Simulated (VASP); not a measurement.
# MgH2: stress against strain

MgH2 (rutile, P4_2/mnm, 10.155 Å³/atom and stress up to 0.11 GPa in the relaxed cell, c along z) under an equal strain ε along x and y, with z held. PBE in VASP (plane waves, PAW), 480 eV, 8×8×10 Γ-centred mesh, Gaussian smearing 0.05 eV; ions are relaxed, or left where forces stay under 0.02 eV/Å, within the symmetry of each cell. Stress is positive for a compressed cell.

Here s stands for strain and y for stress xx.

```csv
strain (%),stress xx (GPa)
-1.50,1.81
-1.00,1.21
-0.50,0.63
0.00,0.08
1.50,-1.46
3.00,?
```

Problem. Using a straight line, estimate the missing y at s = 3.00 from the other rows, showing the fit.

Solution. Means: s -0.30000, y 0.454. About the means, the sum of products is -5.7490 and the sum of squares of s is 5.3000; the slope is their ratio. Least squares gives y = 0.129 - 1.0847·s. Residuals (row less fit): 0.054, -0.004, -0.041, -0.049, 0.038; standard error 0.053 (degrees of freedom: 3). The slope gives the elastic constants C11 + C12 = 108 ± 2 GPa (± standard error of the fit, which holds the terms cut off). At the withheld row, y = 0.129 - 1.0847 × 3.0 = -3.125 GPa. The calculation gives -2.79 GPa, 0.335 GPa above the prediction (7.3 % of the range of y in the table). The row lies outside the fitted rows, so this is an extrapolation. From the scatter of the fitted rows alone, a prediction at this place has a standard error of 0.096 GPa, so the miss is 3.5 times that.

A polynomial of degree 2 through the 10 other runs of the series gives -2.79 there, so most of the miss is curvature that the fit leaves out. Rows are the converged runs of the series near zero and its far end, less any whose ions stayed unrelaxed beside relaxed ones; series whose fitted rows scatter by over a few per cent of the range, as at a crossing or softening among them, aren't shown in this form. Most that stay on the fit to the last digits aren't either.
